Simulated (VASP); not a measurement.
These are PW91 GGA, VASP's PBE PAW potentials (set 64) (plane waves; VASP) values and carry that method's errors.

A VASP calculation is set up with these files.

### KPOINTS
```
Regular mesh
0
Gamma
 10 10 10
```

**INCAR**
```
SYSTEM  =  NaF
PREC  =  Accurate; ENCUT  =  520; LREAL  =  .FALSE.
LASPH  =  .TRUE.
EDIFF  =  1E-7; NELM  =  100; ALGO  =  Normal
ISMEAR  =  0; SIGMA  =  0.05
GGA  =  91
ISIF  =  2
LWAVE  =  .FALSE.; LCHARG  =  .FALSE.
```

File POSCAR:
```
NaF
1
    0.0000000000     2.3683303875     2.3683303875
    2.3683303875     0.0000000000     2.3683303875
    2.3683303875     2.3683303875     0.0000000000
Na F
1 1
Direct
  0.0000000000   0.0000000000   0.0000000000
  0.5000000000   0.5000000000   0.5000000000
```

POTCAR, in this order: Na_pv F (PBE.64 set). Program: vasp_std.

Q: What will the output report for the number of irreducible k-points (NKPTS), largest plane-wave count, number of space-group operations, FFT grid (NGX, NGY, NGZ)?

A: 
```
Property                                      Result
--------------------------------------  ------------
number of irreducible k-points (NKPTS)            47
largest plane-wave count                         728
number of space-group operations                  48
FFT grid (NGX, NGY, NGZ)                28 × 28 × 28
```

The compound is NaF in the rock salt structure. This cell is one point of a volume scan, at 1.03 of the reference volume.
